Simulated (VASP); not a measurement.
All values below come from PBE GGA, VASP's PBE PAW potentials (set 64) (plane waves; VASP 6.6.1).

The input files of a VASP run:

### KPOINTS
```
Automatic
0
G
  6 6 6
0 0 0
```

**POSCAR**
```
Nb3Sn
1
    5.1419238207    -0.0000000000     0.0000000000
   -0.0000000000     5.1419238207    -0.0000000000
    0.0000000000     0.0000000000     5.1419238207
Nb Sn
6 2
Direct
  0.2500000000   0.0000000000   0.5000000000
  0.5000000000   0.2500000000   1.0000000000
  0.5000000000   0.7500000000   0.0000000000
  0.7500000000   0.0000000000   0.5000000000
  0.0000000000   0.5000000000   0.7500000000
  1.0000000000   0.5000000000   0.2500000000
  0.5000000000   0.5000000000   0.5000000000
  0.0000000000   0.0000000000   1.0000000000
```

### INCAR
```
! general
SYSTEM  = Nb3Sn
PREC    = Accurate
ENCUT   = 500   ! plane-wave cut-off (eV)
LREAL   = .FALSE.   ! projection in real space or not
LASPH   = .TRUE.   ! aspherical one-centre terms

! electronic loop
EDIFF   = 1E-6   ! SCF stop (eV)
NELM    = 100
ALGO    = Normal
LMAXMIX = 4   ! l cut-off of mixed one-centre charges

! smearing
ISMEAR  = 1
SIGMA   = 0.1

! functional
GGA     = PE   ! PBE

! ions
IBRION  = 2   ! conjugate gradients
NSW     = 40   ! most ionic steps
ISIF    = 3
EDIFFG  = -0.02
PSTRESS = 200   ! kbar

! output
LWAVE   = .FALSE.
LCHARG  = .FALSE.
```

POTCAR, in this order: Nb_sv Sn_d (PBE.64 set). Program: vasp_std.

Output of the run:

OUTCAR:
```
 ion  position               nearest neighbor table
   1  0.250  0.000  0.500-   4 2.57   4 2.57   8 2.87   8 2.87   7 2.87   7 2.87
   2  0.500  0.250  0.000-   3 2.57   3 2.57   8 2.87   7 2.87   7 2.87   8 2.87
   3  0.500  0.750  0.000-   2 2.57   2 2.57   8 2.87   7 2.87   7 2.87   8 2.87
   4  0.750  0.000  0.500-   1 2.57   1 2.57   8 2.87   8 2.87   7 2.87   7 2.87
   5  0.000  0.500  0.750-   6 2.57   6 2.57   8 2.87   7 2.87   8 2.87   7 2.87
   6  0.000  0.500  0.250-   5 2.57   5 2.57   8 2.87   7 2.87   8 2.87   7 2.87
   7  0.500  0.500  0.500-   1 2.87   2 2.87   3 2.87   4 2.87   5 2.87   6 2.87   2 2.87   3 2.87
                             1 2.87   4 2.87   5 2.87   6 2.87
   8  0.000  0.000  0.000-   1 2.87   2 2.87   3 2.87   4 2.87   5 2.87   6 2.87   1 2.87   4 2.87
                             5 2.87   6 2.87   2 2.87   3 2.87
  LATTYP: Found a simple cubic cell.
 ALAT       =     5.1419238207
 Subroutine PRICEL returns:
 Original cell was already a primitive cell.
 Subroutine GETGRP returns: Found 48 space group operations
The static configuration has the point symmetry T_h .
 The point group associated with its full space group is O_h .
The dynamic configuration has the point symmetry T_h .
 Subroutine INISYM returns: Found 48 space group operations
 Subroutine IBZKPT returns following result:
 Found     20 irreducible k-points:

 Following reciprocal coordinates:
            Coordinates               Weight
...
```

### OSZICAR
```
       N       E                     dE             d eps       ncg     rms          rms(c)
DAV:   1     0.183122099416E+04    0.18312E+04   -0.50344E+04  2655   0.224E+03
DAV:   2     0.228308916157E+03   -0.16029E+04   -0.15679E+04  2536   0.834E+02
DAV:   3    -0.374356964020E+02   -0.26574E+03   -0.25638E+03  3337   0.285E+02
DAV:   4    -0.693560115420E+02   -0.31920E+02   -0.31020E+02  3840   0.867E+01
DAV:   5    -0.719631789608E+02   -0.26072E+01   -0.25812E+01  4560   0.214E+01    0.203E+01
DAV:   6    -0.697340445143E+02    0.22291E+01   -0.77688E+00  3691   0.149E+01    0.703E+00
DAV:   7    -0.695235996073E+02    0.21044E+00   -0.17763E+00  3992   0.706E+00    0.272E+00
DAV:   8    -0.695379708695E+02   -0.14371E-01   -0.24974E-01  4043   0.268E+00    0.603E-01
DAV:   9    -0.695395197716E+02   -0.15489E-02   -0.36806E-02  3992   0.108E+00    0.418E-01
DAV:  10    -0.695402848134E+02   -0.76504E-03   -0.61532E-03  4258   0.381E-01    0.599E-02
DAV:  11    -0.695402040512E+02    0.80762E-04   -0.51247E-04  3432   0.119E-01    0.256E-02
DAV:  12    -0.695401905271E+02    0.13524E-04   -0.37697E-05  3994   0.350E-02    0.542E-03
DAV:  13    -0.695401900717E+02    0.45546E-06   -0.36504E-06  2440   0.108E-02
   1 F= -.52569624E+02 E0= -.52568475E+02  d E =-.525696E+02
```

**OUTCAR**
```
------------------------ aborting loop because EDIFF is reached ----------------------------------------
  FORCE on cell =-STRESS in cart. coord.  units (eV):
  Direction    XX          YY          ZZ          XY          YZ          ZX
  --------------------------------------------------------------------------------------
  Total       16.9370733     16.9370733     16.9370733      0.0000000     -0.0000000     -0.0000000
  in kB      199.6052849    199.6052849    199.6052849      0.0000000     -0.0000000     -0.0000000
  external PRESSURE =      -0.3947151 kB  Pullay stress =     200.0000000 kB
  volume of cell :      135.95
      direct lattice vectors                 reciprocal lattice vectors
     5.141923821  0.000000000  0.000000000     0.194479738  0.000000000  0.000000000
     0.000000000  5.141923821  0.000000000     0.000000000  0.194479738  0.000000000
     0.000000000  0.000000000  5.141923821     0.000000000  0.000000000  0.194479738
 POSITION                                       TOTAL-FORCE (eV/Angst)
 -----------------------------------------------------------------------------------
      1.28548      0.00000      2.57096         0.000000      0.000000     -0.000000
      2.57096      1.28548      0.00000        -0.000000     -0.000000      0.000000
      2.57096      3.85644      0.00000        -0.000000      0.000000     -0.000000
      3.85644      0.00000      2.57096        -0.000000      0.000000      0.000000
      0.00000      2.57096      3.85644        -0.000000      0.000000     -0.000000
      0.00000      2.57096      1.28548         0.000000     -0.000000     -0.000000
      2.57096      2.57096      2.57096         0.000000     -0.000000     -0.000000
      0.00000      0.00000      0.00000         0.000000     -0.000000     -0.000000
 -----------------------------------------------------------------------------------
    total drift:                                0.000000     -0.000000      0.000000
  FREE ENERGIE OF THE ION-ELECTRON SYSTEM (eV)
  ---------------------------------------------------
  free  energy   TOTEN  =       -69.5401900717 eV

  energy  without entropy=      -69.5367421762  energy(sigma->0) =      -69.53904077
  enthalpy is  TOTEN    =       -52.5696240485 eV   P V=       16.9705660232

 reached required accuracy - stopping structural energy minimisation
```
(Selected blocks of OUTCAR.)

### OUTCAR
```
 val. band max:       12.6262891991   @ k =   0.1667   0.0000   0.0000

 cond. band min:      12.6326168893   @ k =   0.5000   0.3333   0.3333


 Fermi energy:        12.6268526177

 k-point     1 :       0.0000    0.0000    0.0000
  band No.  band energies     occupation
      1     -41.8133      2.00000
      2     -41.7085      2.00000
      3     -41.7085      2.00000
      4     -41.4139      2.00000
      5     -41.4139      2.00000
      6     -41.4139      2.00000
      7     -18.9779      2.00000
      8     -18.9779      2.00000
      9     -18.7837      2.00000
     10     -18.0866      2.00000
     11     -18.0866      2.00000
     12     -18.0866      2.00000
     13     -17.6206      2.00000
     14     -17.6206      2.00000
     15     -17.6206      2.00000
     16     -17.5830      2.00000
     17     -17.5830      2.00000
     18     -17.5830      2.00000
     19     -17.4659      2.00000
     20     -17.4659      2.00000
     21     -17.4659      2.00000
     22     -16.7362      2.00000
     23     -16.7362      2.00000
     24     -16.7362      2.00000
     25      -8.2462      2.00000
     26      -8.2462      2.00000
     27      -8.2235      2.00000
     28      -8.2235      2.00000
     29      -8.1917      2.00000
     30      -8.1917      2.00000
     31      -8.1917      2.00000
     32      -8.1888      2.00000
     33      -8.1888      2.00000
     34      -8.1888      2.00000
     35       2.9804      2.00000
     36       4.5789      2.00000
     37       8.6888      2.00000
     38       8.6888      2.00000
     39       8.6888      2.00000
     40       9.0907      2.00000
     41       9.0907      2.00000
     42       9.0907      2.00000
     43       9.6778      2.00000
     44       9.6778      2.00000
     45      10.1433      2.00000
     46      10.7343      2.00000
     47      10.7343      2.00000
     48      10.7343      2.00000
     49      11.0103      2.00000
     50      12.0069      2.00000
     51      12.0069      2.00000
...
```

Unless said otherwise, spin-orbit coupling is left out, though it shifts the bands of the heavy elements here.

The compound is Nb3Sn in the A15 structure. It was relaxed first under an external pressure of 20 GPa.
